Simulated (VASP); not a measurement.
An input for Quantum ESPRESSO's pw.x (written as the equivalent of a VASP run, and not itself run):

```
&CONTROL
  calculation = 'vc-relax'
  pseudo_dir = './pseudo'
  outdir = './out'
  tprnfor = .true.
  tstress = .true.
  nstep = 40
  forc_conv_thr = 0.00078
/
&SYSTEM
  ibrav = 0
  nat = 2
  ntyp = 2
  ecutwfc = 82.3
  occupations = 'smearing'
  smearing = 'gaussian'
  degauss = 0.003675
  input_dft = 'pbesol'
/
&ELECTRONS
  conv_thr = 7.3e-08
  electron_maxstep = 100
/
&IONS
/
&CELL
  press = 200
/
ATOMIC_SPECIES
  Pb 207.200 Pb.upf
  Te 127.600 Te.upf
CELL_PARAMETERS angstrom
     0.0000000    3.0578682    3.0578682
     3.0578682    0.0000000    3.0578682
     3.0578682    3.0578682    0.0000000
ATOMIC_POSITIONS crystal
  Pb   0.0000000  0.0000000  0.0000000
  Te   0.5000000  0.5000000  0.5000000
K_POINTS automatic
  8 8 8 0 0 0
```

**Question.** Write the VASP files for the same calculation (PBEsol).

**Answer.** This is not unique; one that fits is 
### KPOINTS
```
Automatic mesh
0
Gamma
8 8 8
0 0 0
```

**INCAR**
```
IBRION = 2
LREAL = .False.
GGA = PS   # PBEsol
SIGMA = 0.05   # width (eV)
LASPH = .True.   # aspherical one-centre terms
LMAXMIX = 4
EDIFF = 1E-6
PREC = Accurate
LCHARG = .False.
ALGO = Normal   # blocked Davidson
PSTRESS = 200   # kbar
NSW = 40   # most ionic steps
SYSTEM = PbTe
EDIFFG = -0.02   # ionic stop
ENCUT = 500   # plane-wave cut-off (eV)
NELM = 100   # most electronic steps
LWAVE = .False.
ISMEAR = 0
ISIF = 3
```

POSCAR:
```
PbTe
1
    0.0000000000     3.0578682111     3.0578682111
    3.0578682111     0.0000000000     3.0578682111
    3.0578682111     3.0578682111     0.0000000000
Pb Te
1 1
Direct
  0.0000000000   0.0000000000   0.0000000000
  0.5000000000   0.5000000000   0.5000000000
```

POTCAR, in this order: Pb_d Te (PBE.64 set). Program: vasp_std.

The two are equivalent in intent, not identical: the potentials are each code's own (VASP's PAW set, PseudoDojo norm-conserving files in pw.x), so ENCUT and ecutwfc are chosen apart and not converted; conv_thr bounds pw.x's estimated SCF error, while EDIFF bounds the energy change between steps; forc_conv_thr acts on force components and is met together with etot_conv_thr.

The structure was generated: PbTe was put into the rock salt type (Fm-3m), which need not be its known phase. This run relaxes it under an external pressure of 20 GPa. Symmetry was kept, so distortions that lower it aren't found.
